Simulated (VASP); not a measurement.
Here is a VASP 6.6.1 calculation.

INCAR

```
PREC = Accurate
ENCUT = 520
EDIFF = 1E-8
ISMEAR = -1
SIGMA = 0.03
LREAL = False
LASPH = True
NELM = 100
ALGO = Normal
ISIF = 2
LWAVE = False
LCHARG = False
GGA = PE
LEFG = True
NBANDS = 20
```

KPOINTS

```
regular mesh
0
Gamma
  7 7 4
```

File POSCAR:

```
SnSe2
1.0
    3.8109987816      0.0000000000      0.0000000000
   -1.9054993908      3.3004217586      0.0000000000
    0.0000000000      0.0000000000      6.1370000000
Sn Se
1 2
Direct
    0.0000000000      0.0000000000      0.0000000000
    0.3333333333      0.6666666667      0.2500000000
    0.6666666667      0.3333333333      0.7500000000
```

Potentials or basis: VASP PAW PBE potentials, release 64 (Sn_d, Se).

Run with:

```sh
$ cat potpaw_PBE.64/Sn_d/POTCAR potpaw_PBE.64/Se/POTCAR > POTCAR
$ mpirun -np 1 vasp_std > vasp.out
```

(1) What does it give for the largest force?

(2) Estimate the pressure.

## Answers

(1) 0.733 eV/Å.

(2) 5.4 GPa.

Caveat: the cell's inner coordinates are idealised or old, which leaves forces on the atoms; this functional lacks dispersion, which binds the layers, so the pressure and a relaxed spacing across them are unreliable.
